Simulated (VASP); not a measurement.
A VASP calculation is set up with these files.

### INCAR
```
SYSTEM = HgTe
ENCUT = 400   ! plane-wave cut-off (eV)
PREC = Accurate
ALGO = Normal
LMAXMIX = 6
GGA = PE   ! PBE
ISMEAR = 0
SIGMA = 0.05
LWAVE = F
LASPH = T   ! aspherical one-centre terms
EDIFF = 1E-6   ! SCF stop (eV)
LCHARG = F
LREAL = F   ! projection in real space or not
ISIF = 2   ! forces and stress, cell fixed
NELM = 100   ! most electronic steps
```

**KPOINTS**
```
Automatic mesh
0
Gamma
6 6 6
0 0 0
```

POSCAR:
```
HgTe
1
    0.0000000000     3.2946000000     3.2946000000
    3.2946000000     0.0000000000     3.2946000000
    3.2946000000     3.2946000000     0.0000000000
Hg Te
1 1
Direct
  0.0000000000   0.0000000000   0.0000000000
  0.2500000000   0.2500000000   0.2500000000
```

POTCAR, in this order: Hg Te (PBE.64 set). Program: vasp_std.

### Question
Translate this PBE calculation to Ansatz.

### Answer
One equivalent input (not run):
Ansatz 0.2 input:
```yaml
crystal:
  lattice:
    - [0.0000000, 3.2946000, 3.2946000]
    - [3.2946000, 0.0000000, 3.2946000]
    - [3.2946000, 3.2946000, 0.0000000]
  atoms:
    - { symbol: Hg, position: [0.0000000, 0.0000000, 0.0000000] }
    - { symbol: Te, position: [0.2500000, 0.2500000, 0.2500000] }
kpoints:
  mp_grid: { grid: [6, 6, 6] }
hamiltonian:
  xc: pbe
  pseudopotentials: { kind: paw }
scf:
  occupations: { method: gaussian, width: 0.05 }
  max_iter: 100
output: { forces: true, stress: true, eigenvalues: true }
```
The two are equivalent in intent, not identical: each code has its own PAW files, so the cut-off isn't converted (ENCUT is set for VASP's; basis.ecutwfc is left out, and Ansatz then takes the one that its files recommend); Ansatz stops its SCF on the density residual and VASP on the energy change (EDIFF).

The compound is HgTe in the zinc blende structure. The cell was not relaxed at this level.
